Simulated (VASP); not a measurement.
Data:

```xyz
2
Lattice="0.0000 2.8415 2.8415 2.8415 0.0000 2.8415 2.8415 2.8415 0.0000" Properties=species:S:1:pos:R:3 pbc="T T T"
Cd     0.0000     0.0000     0.0000
Se     2.8415     2.8415     2.8415
```

These are r2SCAN meta-GGA, VASP's PBE PAW potentials (set 64) (plane waves; VASP) values and carry that method's errors. Settings: 400 eV cut-off, 12×12×12 Γ-centred mesh, tetrahedra with Blöchl corrections, potentials Cd Se.

Question: Tabulate the total density of states (states/eV per cell) against energy (eV; zero at the valence-band maximum or, without a gap, the Fermi level).

Answer: 
```
E (eV)  DOS (states/eV)
------  ---------------
-9.98              0.00
-9.62              0.00
-9.26              0.00
-8.90              0.00
-8.66              0.00
-8.30              25.4
-7.94              3.35
-7.58              0.88
-7.22              0.00
-6.86              0.00
-6.50              0.00
-6.14              0.00
-5.90              0.00
-5.54              0.00
-5.18              0.00
-4.82              0.61
-4.46              1.04
-4.10              2.57
-3.74              0.70
-3.38              0.48
-3.14              0.82
-2.78              0.89
-2.42              1.10
-2.06              1.52
-1.70              1.48
-1.34              1.48
-0.98              1.54
-0.62              1.52
-0.38              1.48
-0.02              0.18
0.34               0.04
0.70               0.09
1.06               0.14
1.42               0.19
1.78               0.26
2.14               0.34
2.38               0.40
2.74               0.52
3.10               0.73
3.46               1.08
```
Within 2 eV below the Fermi level the largest weight inside VASP's projection spheres is Se p.

The structure comes from a computed database's CdSe entry (Fm-3m); how it stands against other phases isn't given here. It was relaxed first.
